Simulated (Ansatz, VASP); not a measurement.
# InAs in two plane-wave programs, part 2 of 2

One calculation is typed for both programs; each brings its own data sets. How far apart do they land? The cell is taken from a series of runs on this material, whose earlier steps may have relaxed, scaled, displaced or heated it; both programs get it as it stands.

VASP 6.6.1 and Ansatz 0.2.0.

So far: Starting point; VASP: G0W0 gap, r2SCAN.

## (3) Ansatz: G0W0 gap, r2SCAN

Level of this step: Ansatz beside VASP: Kohn-Sham DFT, plane waves, r2SCAN (Ansatz).

Ansatz runs on its PAW soft_1 files.

The same cell, functional and mesh now go to Ansatz, which takes its cutoff from its data sets.

The input, input.yaml:

```yaml
crystal:
  lattice:
    - [0.0, 3.018, 3.018]
    - [3.018, 0.0, 3.018]
    - [3.018, 3.018, 0.0]
  atoms:
    - { symbol: In, position: [0.0, 0.0, 0.0] }
    - { symbol: As, position: [0.25, 0.25, 0.25] }
kpoints:
  mp_grid: { grid: [4, 4, 4] }
hamiltonian:
  xc: r2scan
  pseudopotentials: { kind: paw, azcp: { folder: soft_1 } }
scf:
  occupations: { method: fixed }
gw:
  n_empty_bands: 648
  ecut_chi: 100
  qp_bands: [v2, c2]
  qp_kpoints: band_edges
  screening: { model: contour_deformation }
```

Started as:

```sh
> ansatz run input.yaml --threads 3 --pin off --max-ram 92160MiB --backend cuda --events-out ev --progress --plain --runs-dir out --devices 1 --max-vram 13GiB
```

Numbers of over 12 decimals in the logs are rounded to 6 here.

Log:

```text
GPUs: using 1 of 1 available (devices: 1).
Engine: ansatz 0.2.0, x86_64-unknown-linux-gnu
Pseudopotentials: kind: paw
Pseudopotential: In, paw, valence charge 13, recommended cutoff 500 eV (meta_gga), soft_1/In.paw.azcp
Pseudopotential: As, paw, valence charge 15, recommended cutoff 500 eV (meta_gga), soft_1/As.paw.azcp
Functional definition: r2SCAN
  parameter k0 = 0.174
  parameter k1 = 0.065
  parameter a1 = 4.9479
  exchange = r2scan_x(k0 = k0, k1 = k1, a1 = a1)
  correlation = r2scan_c
device memory: the entry about to start is reckoned to put 1.4 GiB on a device that reports 55.7 GiB free (of which the cap on the GPU budget leaves the run 13.0 GiB)
GPU FFT provider: cuFFT
GPU libraries: cuBLAS 13.8.2, cuFFT 12.4.0, cuSOLVER 12.3.4
Crystal: 2 atoms, lattice volume = 54.978 Å³
Basis set: ecut = 500 eV, 1411 PW (Γ), exchange–correlation on 128×128×128 points (64 copies of the dense FFT grid, shifted against one another)
Bands: 18, of which v1, the nominal top of the filled ones, is band 14 counted from 1 (13 counted from 0)
Symmetry: 24 space group operations
Space group: F-43m (ITA 216), of the structure as read, at distance tolerance 3.8e-5 Å
k-points: 8 of 64 (time reversal used)
Non-local potential: In, projectors of the file, l = 0: 2, l = 1: 2, l = 2: 2, l = 3: 1
Non-local potential: As, projectors of the file, l = 0: 2, l = 1: 2, l = 2: 3, l = 3: 1
PAW form: soft (Blöchl's): semilocal exchange-correlation on the pseudo side does not see the compensation charge
PAW frozen core: In, regenerated for the run's functional (the file was generated under x = pbe(κ = 0.804, μ = 0.219515), c = pbe(β = 0.066725))
PAW frozen core: As, regenerated for the run's functional (the file was generated under x = pbe(κ = 0.804, μ = 0.219515), c = pbe(β = 0.066725))
PAW one-centre angular grid: In, 590 points (default); XC on 160 Gauss nodes
PAW one-centre angular grid: As, 590 points (default); XC on 160 Gauss nodes
Initial density: superposition of atomic densities (chi_scale 0.1, normalization cell, long waves kept (reshape's long-wave potential 0.00 eV rms))
Initial wavefunctions: pseudopotential atomic-orbital guess
GPU buffer pool allocated for 32768 grid points (all kernels)
GPU transforms: local potential: pruned to the plane-wave sphere, on 30×32×32; band sums: pruned to the plane-wave sphere, on 32×32×32
Functional: x = r2scan, c = r2scan; τ floored in thin density (d = 2e-4 eV/Å³)
iter 1 solved again at ethr=1.93e-3 eV; its pass at ethr=3.10e-3 eV (dr2=5.40e-1 eV) is discarded
SCF iter   1: F=—  HF=-10477.102046 eV  |F-HF|=—  |Δ(HF+E_count)|=         —  Δρ=3.41e-2  dr2=5.41e-1  dr2_τ=1.33e-2  ethr=1.93e-3  ⟨swp⟩=1.0  Hψ=865  notcnv=0  defer=1
preconditioner: auto → none  [insulator: Δε(μ)=0.209 eV  Ē_g=15.547 eV  n_scr=14 (ndim 8)  ℏωp=21.2 eV  f_vac=0.007  ε∞_Penn≈2.9]
SCF iter   2: F=—  HF=-10477.099782 eV  |F-HF|=—  |Δ(HF+E_count)|=   2.26e-3  Δρ=1.60e-2  dr2=9.51e-2  dr2_τ=1.24e-3  ethr=1.93e-3  ⟨swp⟩=2.2  Hψ=188  notcnv=0  defer=12
SCF iter   3: F=—  HF=-10477.110776 eV  |F-HF|=—  |Δ(HF+E_count)|=   1.10e-2  Δρ=2.85e-3  dr2=7.13e-3  dr2_τ=1.83e-4  ethr=3.40e-4  ⟨swp⟩=2.2  Hψ=288  notcnv=0  defer=10
SCF iter   4: F=—  HF=-10477.107523 eV  |F-HF|=—  |Δ(HF+E_count)|=   3.25e-3  Δρ=8.68e-4  dr2=2.38e-4  dr2_τ=7.40e-6  ethr=2.55e-5  ⟨swp⟩=3.0  Hψ=293  notcnv=0  defer=12
SCF iter   5: F=—  HF=-10477.107568 eV  |F-HF|=—  |Δ(HF+E_count)|=   4.57e-5  Δρ=2.41e-4  dr2=1.09e-5  dr2_τ=4.27e-7  ethr=8.50e-7  ⟨swp⟩=2.0  Hψ=229  notcnv=0  defer=12
SCF iter   6: F=—  HF=-10477.107575 eV  |F-HF|=—  |Δ(HF+E_count)|=   6.87e-6  Δρ=7.36e-5  dr2=1.26e-6  dr2_τ=3.78e-8  ethr=3.91e-8  ⟨swp⟩=2.0  Hψ=253  notcnv=0  defer=2
SCF iter   7: F=-10477.107576 eV  HF=-10477.107576 eV  |F-HF|=5.66e-9  |Δ(HF+E_count)|=   4.50e-7  Δρ=3.68e-6  dr2=9.77e-9  dr2_τ=1.65e-10  ethr=3.57e-10  ⟨swp⟩=3.8  Hψ=596  notcnv=0
SCF 1 converged in 7 iterations: F = -10477.107576 eV  dr2 = 9.77e-9
  greatest PAW one-centre occupation: 0.999 electrons in one spin orbital (limit 2), on the As atom at site 1 (counted from 0), in its partial waves of l = 2
device memory: the entry about to start is reckoned to put 2.1 GiB on a device that reports 55.6 GiB free (of which the cap on the GPU budget leaves the run 13.0 GiB)
NSCF: frozen V_eff on 8 k-points
the band table was solved once the SCF had ended and its energy, with any forces and stress, was formed, with the checks that follow a solve (787 applications of the Hamiltonian). They found nothing against the state; the energy, forces and stress were not computed again (output.eigenvalues in the input reference)
device memory: the entry about to start is reckoned to put 3.8 GiB on a device that reports 55.7 GiB free (of which the cap on the GPU budget leaves the run 13.0 GiB)
NSCF: frozen V_eff on 8 k-points
G₀W₀ screening: q 1/8
[... further progress lines ...]
device memory: the entry about to start is reckoned to put 0.4 GiB on a device that reports 55.3 GiB free (of which the cap on the GPU budget leaves the run 13.0 GiB)
NSCF: frozen V_eff on 1 k-points
SCF converged after 7 iterations
Free energy (F): -10477.107576 eV
Harris-Foulkes:  -10477.107576 eV  (|F-HF|=5.66e-9)
Internal energy: -10477.107576 eV  (E = F + TS)
E sigma→0 (E₀):  -10477.107576 eV
Fermi energy:    7.557064 eV
--- Per-component energies (eV) ---
  E_band       = -332.387901
  E_kinetic    = 317.405773
  E_local      = -3473.797385  (includes V_loc(G=0)·N_el)
  E_nonlocal   = -65.566012
  E_hartree    = 1732.281076
  E_xc         = -197.779900
  E_vxc        = -173.059860  (∫ρ·V_xc dr)
  E_paw        = -6261.359808  (= ΣΔE_a)
  E_vpaw       = -412.534622  (= ΣTr[D̂ρ^β])
  E_aug_tail   = -0.000058  (compensation charges beyond the density's cutoff)
  E_vtau       = 10.606481  (kinetic-family band-sum trace: ∫τ·v_τ [+ j·A + Jᵃ·Aᵃ] dr)
  E_ewald      = -2527.799418
  E_core_change = -0.491845  (= ΣΔE_core)
  E_smearing   = -0.000000  (= −TS)
  E_closure    = -0.000000  (closes the sum)
  Σ components = -10477.107576   (vs F -10477.107576, Δ=0.00e0)
--- Band table (eV; the first three rows and the last of 8) ---
  k-point 0: bands = [... 10 lower, -4.7703, 7.5571, 7.5571, 7.5571, 7.8228, 11.8155, 11.8155, 11.8155]
  k-point 1: bands = [... 10 lower, -4.1294, 3.8322, 6.9663, 6.9663, 9.1739, 12.5524, 12.5524, 13.1542]
  k-point 2: bands = [... 10 lower, -3.2090, 1.6370, 6.5300, 6.5300, 8.8763, 12.5889, 12.5889, 14.8279]
  k-point 7: bands = [... 10 lower, -2.5791, 1.7381, 4.4916, 4.5876, 12.1300, 12.1723, 13.0504, 14.0500]
--- G₀W₀: contour deformation, 9 samples at zero and on the imaginary axis and 2 off it, 64 q-points, 648 empty bands' worth ---
  eigenvalues of the whole cell's RPA ε∞ on this k-mesh (on a slab, of 1 + 4πα/V) = 607.9395, 607.9395, 607.9395; static W/v taken at q = 0 is 0.001645
  bands read: the sum over 662 bands ends inside a degenerate multiplet in 1 slot, whose members it reads at an even weight; the widest, k=0: bands 662 to 664 (counted from 1) at 1/3 each
  gw.qp_kpoints: band_edges: 5 of 8 stored k-points solved, in 1 pass; an edge of the gap read off the rows below is read off those points alone
    valence top: of the k-points left out ik 5 came nearest to being solved in a further pass, in band 14 (counted from 1, as in the quasiparticle table): it holds the edge there only if its correction is more favourable than any solved in that band by at least 1.082 eV; those differ by 0.083 eV
    conduction bottom: of the k-points left out ik 4 came nearest to being solved in a further pass, in band 15 (counted from 1, as in the quasiparticle table): it holds the edge there only if its correction is more favourable than any solved in that band by at least 2.127 eV; those differ by 0.190 eV
    ik  band        ε_KS         Σx   Σc(E_QP)       V_xc       Z   E_QP_lin       E_QP  E_QP is
     0    13      7.5571   -16.8734     1.2406   -15.3760  0.7590     7.2983     7.3003  root
     0    14      7.5571   -16.8734     1.2406   -15.3760  0.7590     7.2983     7.3003  root
     0    15      7.8228   -10.6532    -3.8968   -14.5023  0.7756     7.7751     7.7751  root
     0    16     11.8155    -7.3250    -4.3129   -11.5413  0.7605    11.7192    11.7189  root
     1    13      6.9663   -16.3700     1.3759   -14.7087  0.7555     6.6785     6.6810  root
     1    14      6.9663   -16.3700     1.3759   -14.7087  0.7555     6.6785     6.6810  root
     1    15      9.1739    -9.2138    -3.9779   -13.1335  0.7727     9.1157     9.1156  root
     1    16     12.5524    -7.3626    -4.4918   -11.7590  0.7560    12.4573    12.4570  root
     2    13      6.5300   -16.1849     1.5377   -14.3428  0.7515     6.2225     6.2255  root
     2    14      6.5300   -16.1849     1.5377   -14.3428  0.7515     6.2225     6.2255  root
     2    15      8.8763    -9.0529    -3.9404   -12.9168  0.7759     8.8000     8.7998  root
     2    16     12.5889    -6.9000    -4.4505   -11.2252  0.7529    12.4641    12.4636  root
     3    13      6.0778   -15.7324     1.6194   -13.7947  0.7464     5.7560     5.7595  root
     3    14      6.0778   -15.7324     1.6194   -13.7947  0.7464     5.7560     5.7595  root
     3    15     10.1100    -6.9954    -3.9874   -10.8256  0.7754     9.9535     9.9529  root
     3    16     10.6992    -8.8963    -4.1858   -13.0300  0.7623    10.6472    10.6471  root
     6    13      5.1384   -15.4171     1.9900   -13.0879  0.7333     4.7944     4.7991  root
     6    14      5.1384   -15.4171     1.9900   -13.0879  0.7333     4.7944     4.7991  root
     6    15      9.3504    -6.3392    -3.7672    -9.8686  0.7819     9.1141     9.1126  root
     6    16      9.8953    -7.8771    -3.9717   -11.7409  0.7740     9.7877     9.7873  root
```

## (4) Comparison

Known differences besides the potentials themselves: VASP keeps PBE cores, Ansatz makes them for the functional; fixed occupations in Ansatz, narrow Gaussian smearing in VASP; the data sets hold 28 valence electrons in Ansatz (on its PAW soft_1 files) and 18 in VASP; the cutoff is 500 eV in Ansatz and 300 eV in VASP; Ansatz integrates over frequency by contour deformation, VASP on a grid of NOMEGA points; Ansatz's G0W0 levels solve the quasiparticle equation, VASP's are linearised. Total energies have different zeros and are not compared.

Both answers:

| quantity | Ansatz | VASP | difference |
| --- | --- | --- | --- |
| G0W0 gap on the mesh (eV) | 0.47 | 0.47 | +0.01 |
| Kohn-Sham gap under it (eV) | 0.27 | 0.24 | +0.03 |

VASP's log warns that its frequency grid doesn't suit quasiparticle energies on this mesh.

## (5) Summary of results

```json
{
  "difference in G0W0 gap on the mesh (G0W0 gap, r2SCAN)": "0.0070 eV"
}
```

What this shows: The difference in G0W0 gap on the mesh is 0.0070 eV (G0W0 gap, r2SCAN). The data sets hold unlike numbers of valence electrons (28 in Ansatz and 18 in VASP), so part of the differences comes from the potentials. Such differences can come from data sets, numerical settings and the points named under the comparisons, not from the functional's error against experiment.

[Lines on the potential files, build, host, timing and source positions are cut from VASP's logs without a mark.]

[Logs are printed without paths, hosts, clocks, repeated set-up lines and the standing remarks that a program may print on its own settings, such as how far it seeks lower states.]

[Hosts, paths, dates, database ids (printed as entryN), source tags and the programs' standing remarks are cut or masked in the printed files.]
